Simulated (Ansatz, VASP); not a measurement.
# Cross-check of Ta2SiHCNF3 (F-SiC-H chair under Ta2NF2 MXene, AA') between VASP and Ansatz, part 2 of 2

Aim: how closely do two programs agree when they are given the same cell, functional and k mesh? The structure shown is the start of the Ansatz relaxation below; VASP solves that cell, so the two are compared at the walk's first step.

VASP 6.6.1 and Ansatz 0.2.0.

So far: Set-up; Ansatz: relaxation, PBE with D3(BJ).

### 3. VASP: single point, PBE with D3(BJ), start cell

Level of this step: PBE with D3(BJ), zero-moment start; plane waves and PAW (H, C, Si, F, Ta_pv, N) (VASP).

The same cell, functional, mesh and smearing now go to VASP, with its own data sets.

Lines of VASP's logs that name or quote its potential files are left out, and so is its time.

INCAR

```
SYSTEM = Ta2SiHCNF3
PREC = Accurate
ENCUT = 520
EDIFF = 1E-06
NELM = 200
ISMEAR = -1
SIGMA = 0.05
LREAL = .FALSE.
ALGO = Normal
GGA = PE
IVDW = 12
NBANDS = 42
ISPIN = 2
MAGMOM = 0 -0 0 -0 0 0 -0 0 -0
LASPH = .TRUE.
LMAXMIX = 4
LORBIT = 11
LWAVE = .FALSE.
LCHARG = .FALSE.
ISIF = 2
LDIPOL = .TRUE.
IDIPOL = 3
DIPOL = 0.5 0.5 0.5
LVHAR = .TRUE.
GGA_COMPAT = .FALSE.
NELMDL = -8
KPAR = 2
```

POSCAR

```
Ta2SiHCNF3
1.0
    3.1200400000      0.0000000000      0.0000000000
   -1.5600200000      2.7020340000      0.0000000000
    0.0000000000      0.0000000000     52.3535730000
H C Si F Ta N
1 1 1 3 2 1
Direct
    0.6666666667      0.3333333333      0.3982536206
    0.6666666667      0.3333333333      0.4186915762
    0.3333333333      0.6666666667      0.4305977932
    0.3333333333      0.6666666667      0.4626872936
    0.0000000000      0.0000000000      0.5142597049
    0.6666666667      0.3333333333      0.6017463794
    0.6666666667      0.3333333333      0.5342279122
    0.0000000000      0.0000000000      0.5817781720
    0.3333333333      0.6666666667      0.5580030421
```

KPOINTS

```
Automatic mesh
0
Gamma
12 12 1
0 0 0
```

PAW data sets: H, C, Si, F, Ta_pv and N (PBE family, release 64).

The run is started by

```
$ mpirun -np 2 vasp_std
```

Numbers of over 12 decimals in the logs are rounded to 6 here.

The program printed:

```text
[banner, memory and clock lines left out]
running    2 mpi-ranks, on    1 nodes
 distrk:  each k-point on    1 cores,    2 groups
 distr:  one band on    1 cores,    1 groups

 POSCAR found type information on POSCAR H C SiF TaN
 POSCAR found :  6 types and       9 ions
 LDA part: xc-table for (Slater+PW92), standard interpolation
|                                                                             |
|           W    W    AA    RRRRR   N    N  II  N    N   GGGG   !!!           |
|           W    W   A  A   R    R  NN   N  II  NN   N  G    G  !!!           |
|           W    W  A    A  R    R  N N  N  II  N N  N  G       !!!           |
|           W WW W  AAAAAA  RRRRR   N  N N  II  N  N N  G  GGG   !            |
|           WW  WW  A    A  R   R   N   NN  II  N   NN  G    G                |
|           W    W  A    A  R    R  N    N  II  N    N   GGGG   !!!           |
|                                                                             |
|     One of the lattice vectors is very long (>50 A), but AMIN is rather     |
|     large. This can spoil convergence since charge sloshing might occur     |
|     along the long lattice vector. If problems with convergence are         |
|     observed, try to decrease AMIN to a smaller value (e.g. 0.01).          |
|     Note: This warning only applies if the self-consistency cycle is        |
|     used.                                                                   |
|                                                                             |

 POSCAR, INCAR and KPOINTS ok, starting setup
 FFT: planning ... GRIDC
 FFT: planning ... GRID_SOFT
 FFT: planning ... GRID
 WAVECAR not read
 entering main loop
       N       E                     dE             d eps       ncg     rms          rms(c)
DAV:   1     0.498145230595E+03    0.49815E+03   -0.26363E+04  3800   0.106E+03
DAV:   2    -0.108403015421E+02   -0.50899E+03   -0.49028E+03  4318   0.279E+02
DAV:   3    -0.716224971735E+02   -0.60782E+02   -0.59858E+02  3946   0.967E+01
DAV:   4    -0.734001332292E+02   -0.17776E+01   -0.17499E+01  4182   0.178E+01
DAV:   5    -0.734364795672E+02   -0.36346E-01   -0.36175E-01  4172   0.241E+00
DAV:   6    -0.734374313924E+02   -0.95183E-03   -0.95019E-03  4328   0.401E-01
DAV:   7    -0.734374585673E+02   -0.27175E-04   -0.27152E-04  4272   0.605E-02
DAV:   8    -0.734374595799E+02   -0.10126E-05   -0.10119E-05  4256   0.113E-02    0.352E+01
DAV:   9    -0.652157172185E+02    0.82217E+01   -0.32810E+01  4398   0.286E+01    0.157E+01
DAV:  10    -0.661761111355E+02   -0.96039E+00   -0.13338E+01  4286   0.130E+01    0.898E+00
DAV:  11    -0.961347484418E+02   -0.29959E+02   -0.20830E+02  4684   0.308E+01    0.259E+01
DAV:  12    -0.638743042556E+02    0.32260E+02   -0.23924E+02  4620   0.209E+01    0.422E+00
DAV:  13    -0.648004558498E+02   -0.92615E+00   -0.10124E+01  3930   0.779E+00    0.136E+00
DAV:  14    -0.649754190723E+02   -0.17496E+00   -0.21714E+00  4014   0.349E+00    0.976E-01
[...]
DAV:  39    -0.648943489058E+02   -0.18399E-05   -0.14954E-07  2516   0.517E-04    0.177E-04
DAV:  40    -0.648943507688E+02   -0.18630E-05   -0.14852E-07  2446   0.500E-04    0.157E-04
DAV:  41    -0.648943528481E+02   -0.20793E-05   -0.14641E-07  2410   0.477E-04    0.153E-04
DAV:  42    -0.648943552391E+02   -0.23910E-05   -0.11050E-07  2352   0.400E-04    0.151E-04
DAV:  43    -0.648943573615E+02   -0.21223E-05   -0.76770E-08  2444   0.338E-04    0.154E-04
DAV:  44    -0.648943595878E+02   -0.22264E-05   -0.81733E-08  2400   0.345E-04    0.130E-04
DAV:  45    -0.648943606437E+02   -0.10559E-05   -0.41793E-08  2522   0.302E-04    0.114E-04
DAV:  46    -0.648943613294E+02   -0.68567E-06   -0.34366E-08  2350   0.257E-04
   1 F= -.66482177E+02 E0= -.66463225E+02  d E =-.379029E-01  mag=     0.0011
```

From OUTCAR (step 3):

```text
ion  position               nearest neighbor table
   1  0.667  0.333  0.398-   2 1.07
   2  0.667  0.333  0.419-   1 1.07   3 1.91   3 1.91   3 1.91
   3  0.333  0.667  0.431-   4 1.68   2 1.91   2 1.91   2 1.91
   4  0.333  0.667  0.463-   3 1.68
   5  0.000  0.000  0.514-   7 2.08   7 2.08   7 2.08
   6  0.667  0.333  0.602-   8 2.08   8 2.08   8 2.08
   7  0.667  0.333  0.534-   5 2.08   5 2.08   5 2.08   9 2.19   9 2.19   9 2.19   8 3.07   8 3.07
                             8 3.07
   8  0.000  0.000  0.582-   6 2.08   6 2.08   6 2.08   9 2.19   9 2.19   9 2.19   7 3.07   7 3.07
                             7 3.07
   9  0.333  0.667  0.558-   7 2.19   8 2.19   8 2.19   7 2.19   7 2.19   8 2.19

  LATTYP: Found a hexagonal cell.
 ALAT       =     3.1200400000
 C/A-ratio  =    16.7797762208

 Subroutine GETGRP returns: Found  6 space group operations
 (whereof  6 operations were pure point group operations)

The static configuration has the point symmetry C_3v.

 Found     19 irreducible k-points:

   k-points           NKPTS =     19   k-points in BZ     NKDIM =     19   number of bands    NBANDS=     42

   dimension x,y,z NGX =    24 NGY =   24 NGZ =  392
   dimension x,y,z NGXF=    48 NGYF=   48 NGZF=  784

   ENCUT  =  520.0 eV  38.22 Ry    6.18 a.u.   5.80  5.80 97.34*2*pi/ulx,y,z

   NELECT =      57.0000    total number of electrons

 k-points in reciprocal lattice and weights: Automatic mesh
   0.00000000  0.00000000  0.00000000       0.007
   0.08333333  0.00000000  0.00000000       0.042
   0.16666667  0.00000000  0.00000000       0.042
   0.25000000  0.00000000  0.00000000       0.042
   0.33333333  0.00000000  0.00000000       0.042
   0.41666667 -0.00000000  0.00000000       0.042
   0.50000000  0.00000000  0.00000000       0.021
   0.08333333  0.08333333  0.00000000       0.042
   0.16666667  0.08333333  0.00000000       0.083
[...]
0.33333333  0.25000000  0.00000000       0.083
   0.33333333  0.33333333  0.00000000       0.014

 dipolmoment           0.000000      0.000000      0.025326 electrons x Angstroem

 average (electrostatic) potential at core
       1 -41.3746       2 -56.7700       3 -92.6679       4 -83.0387       5 -84.6311
       6 -84.6712       7 -44.7712       8 -44.7467       9 -71.2905

 E-fermi :   0.0150

 spin component 1
 k-point     1 :       0.0000    0.0000    0.0000
  band No.  band energies     occupation
    ...
     27      -1.6676      1.00000
     28      -1.6676      1.00000
     29      -1.4753      1.00000
     30      -0.3534      0.99937
     31      -0.1459      0.96146
     32       0.1677      0.04498
     33       0.4558      0.00015
     34       0.4558      0.00015
     35       1.1136      0.00000
     36       1.5075      0.00000
    ...

 k-point     2 :       0.0833    0.0000    0.0000
  band No.  band energies     occupation
    ...
     27      -1.8892      1.00000
     28      -1.4767      1.00000
     29      -1.3863      1.00000
     30      -0.2032      0.98743
     31      -0.0311      0.71521
     32       0.2449      0.00996
     33       0.5710      0.00001
     34       0.6305      0.00000
     35       1.0836      0.00000
     36       1.3717      0.00000
    ...

 k-point     3 :       0.1667    0.0000    0.0000
  band No.  band energies     occupation
    ...
     26      -4.4991      1.00000
     27      -2.4577      1.00000
     28      -1.0948      1.00000
     29      -0.9697      1.00000
     30      -0.0066      0.60603
     31       0.3072      0.00289
     32       0.4776      0.00010
     33       0.9023      0.00000
     34       0.9828      0.00000
     35       1.2022      0.00000
    ...

 k-point     4 :       0.2500    0.0000    0.0000
  band No.  band energies     occupation
    ...
     25      -6.3984      1.00000
     26      -4.8769      1.00000
     27      -3.0549      1.00000
     28      -0.6622      1.00000
     29      -0.2582      0.99578
     30       0.0686      0.25510
     31       0.7785      0.00000
     32       0.9664      0.00000
     33       1.1407      0.00000
     34       1.3545      0.00000
    ...

 k-point     5 :       0.3333    0.0000    0.0000
  band No.  band energies     occupation
    ...
     24      -6.9795      1.00000
     25      -6.4600      1.00000
     26      -5.1977      1.00000
     27      -3.5332      1.00000
     28      -0.3003      0.99818
     29       0.2056      0.02161
     30       0.5502      0.00002
     31       0.6755      0.00000
     32       1.2368      0.00000
     33       1.7604      0.00000
    ...

 k-point     6 :       0.4167   -0.0000    0.0000
  band No.  band energies     occupation
    ...
     24      -6.9528      1.00000
     25      -6.4602      1.00000
     26      -5.4050      1.00000
     27      -3.8388      1.00000
     28      -0.3148      0.99864
     29       0.3159      0.00243
     30       0.7153      0.00000
     31       1.2681      0.00000
     32       1.3738      0.00000
     33       1.9552      0.00000
    ...

 Edisp (eV)   -1.58782

  Total       5.92875     5.92875     1.66958     0.00000     0.00000    -0.00000
  in kB      21.52169    21.52169     6.06065     0.00000     0.00000    -0.00000
  external pressure =       16.37 kB  Pullay stress =        0.00 kB

  energy-cutoff  :      520.00
  volume of cell :      441.36
      direct lattice vectors                 reciprocal lattice vectors
     3.120040000  0.000000000  0.000000000     0.320508711  0.185045784  0.000000000
    -1.560020000  2.702034000  0.000000000     0.000000000  0.370091568  0.000000000
     0.000000000  0.000000000 52.353573000     0.000000000  0.000000000  0.019100893

 POSITION                                       TOTAL-FORCE (eV/Angst)
 -----------------------------------------------------------------------------------
      1.56002      0.90068     20.85000         0.000000      0.000000     -1.247612
      1.56002      0.90068     21.92000        -0.000000      0.000000      2.651306
     -0.00000      1.80136     22.54333         0.000000     -0.000000      0.329324
     -0.00000      1.80136     24.22333         0.000000      0.000000     -1.627212
      0.00000      0.00000     26.92333         0.000000     -0.000000     -4.081545
      1.56002      0.90068     31.50357         0.000000      0.000000      4.154931
      1.56002      0.90068     27.96874         0.000000      0.000000      5.550721
      0.00000      0.00000     30.45817        -0.000000      0.000000     -5.726062
     -0.00000      1.80136     29.21345         0.000000      0.000000     -0.003850
 -----------------------------------------------------------------------------------
    total drift:                               -0.000000     -0.000002     -0.001883

  FREE ENERGIE OF THE ION-ELECTRON SYSTEM (eV)
  ---------------------------------------------------
  free  energy   TOTEN  =       -66.4821765619 eV

  energy  without entropy=      -66.4442737083  energy(sigma->0) =      -66.46322514

 vacuum level on the upper side and lower side of the slab         2.452         1.908

 total charge
# of ion       s       p       d       tot
------------------------------------------
    1        0.636   0.055   0.000   0.691
    2        0.838   1.732   0.000   2.570
    3        0.698   0.904   0.000   1.602
    4        1.745   4.357   0.000   6.102
    5        1.744   4.407   0.000   6.151
    6        1.748   4.402   0.000   6.151
    7        0.251   6.179   2.522   8.951
    8        0.260   6.180   2.516   8.956
    9        1.227   2.524   0.000   3.751
--------------------------------------------------
tot          9.147  30.741   5.038  44.925

 magnetization (x)
# of ion       s       p       d       tot
------------------------------------------
    1        0.000  -0.000   0.000   0.000
    2        0.000   0.000   0.000   0.000
    3        0.000   0.000   0.000   0.000
    4        0.000   0.000   0.000   0.000
    5        0.000   0.000   0.000   0.000
    6        0.000   0.000   0.000   0.000
    7        0.000   0.000   0.000   0.000
    8        0.000   0.000   0.000   0.000
    9        0.000   0.000   0.000   0.000
--------------------------------------------------
tot          0.000   0.000   0.001   0.001

[... 6 further parts left out ...]
```

### 4. Comparison

Known differences besides the potentials themselves: Ansatz cuts the interaction across the vacuum, VASP repeats the sheet with a dipole correction; the data sets hold 61 valence electrons in Ansatz (on its default PAW (the set named soft_2) files) and 57 in VASP; the cutoff is 420 eV in Ansatz and 520 eV in VASP. Total energies have different zeros and are not compared.

Forces (eV/Å; atoms numbered as in POSCAR):

```csv
atom,"Ansatz x, y, z","VASP x, y, z"
H1,"0.000, 0.000, -1.222","0.000, 0.000, -1.248"
C2,"0.000, 0.000, 2.629","0.000, 0.000, 2.651"
Si3,"0.000, 0.000, 0.472","0.000, 0.000, 0.329"
F4,"0.000, 0.000, -1.773","0.000, 0.000, -1.627"
F5,"0.000, 0.000, -4.039","0.000, 0.000, -4.082"
F6,"0.000, 0.000, 4.099","0.000, 0.000, 4.155"
Ta7,"0.000, 0.000, 5.534","0.000, 0.000, 5.551"
Ta8,"0.000, 0.000, -5.697","0.000, 0.000, -5.726"
N9,"0.000, 0.000, -0.005","0.000, 0.000, -0.004"
```

The forces differ by 43 meV/Å r.m.s., which is 2.1 % of the r.m.s. force of 2.008 eV/Å (both taken over all components). Moments aren't recorded for both runs of this pair, so they may hold unlike magnetic states. With vacuum in the cell, a pressure given here is an average over mostly empty space and none of the material.

### 5. What came out

| Quantity | Value |
| --- | --- |
| r.m.s. force difference (single point, PBE with D3(BJ), start cell) | 2.1 % of the r.m.s. force |

What this shows: The r.m.s. force difference is 2.1 % of the r.m.s. force (single point, PBE with D3(BJ), start cell), within the 3 % picked in this series as the mark of a large difference. The data sets hold unlike numbers of valence electrons (61 in Ansatz and 57 in VASP), so part of the differences comes from the potentials. 1 further run of this series is not shown here. How closely two codes agree says nothing of how well the functional describes the real material.

[Lines on the potential files, build, host, timing and source positions are cut from VASP's logs without a mark.]

[Logs are printed without paths, hosts, clocks, repeated set-up lines and the standing remarks that a program may print on its own settings, such as how far it seeks lower states.]

[Hosts, paths, dates, database ids (printed as entryN), source tags and the programs' standing remarks are cut or masked in the printed files.]
